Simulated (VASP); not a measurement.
Input:

```xyz
3
Lattice="0.0000 2.5502 2.5502 2.5502 0.0000 2.5502 2.5502 2.5502 0.0000" Properties=species:S:1:pos:R:3 pbc="T T T"
Hf     0.0000     0.0000     0.0000
O      1.2751     1.2751     1.2751
O      3.8252     3.8252     3.8252
```

Calculation: PBE GGA, VASP's PBE PAW potentials (set 64) (plane waves; VASP). Run with 400 eV cut-off, 8×8×8 Γ-centred mesh, Fermi-Dirac smearing of 0.010 eV, potentials Hf_pv O.

Unless said otherwise, spin-orbit coupling is left out, though it shifts the bands of the heavy elements here.

Task: Give the energies of bands 6 to 14 at the high-symmetry points, in eV from the valence-band maximum.

Result: 
```
band      Γ      X      U      L      W
----  -----  -----  -----  -----  -----
6     -5.24  -6.36  -5.72  -4.22  -5.22
7     -5.24  -3.43  -3.97  -4.22  -4.97
8     -5.24  -3.43  -3.31  -3.02  -2.52
9     -0.60  -1.51  -2.20  -2.70  -2.52
10    -0.60  -1.51  -1.30  -1.82  -1.37
11    -0.60   0.00  -0.34  -1.82  -0.21
12     3.84   3.75   4.27   4.54   4.76
13     3.84   5.41   5.34   4.54   5.08
14     5.69   6.47   6.76   6.82   6.92
```

The gap is direct, 3.75 eV, from the valence maximum at X to the conduction minimum at X.

The structure is a typed HfO2 crystal (Fm-3m). The cell was not relaxed at this level.
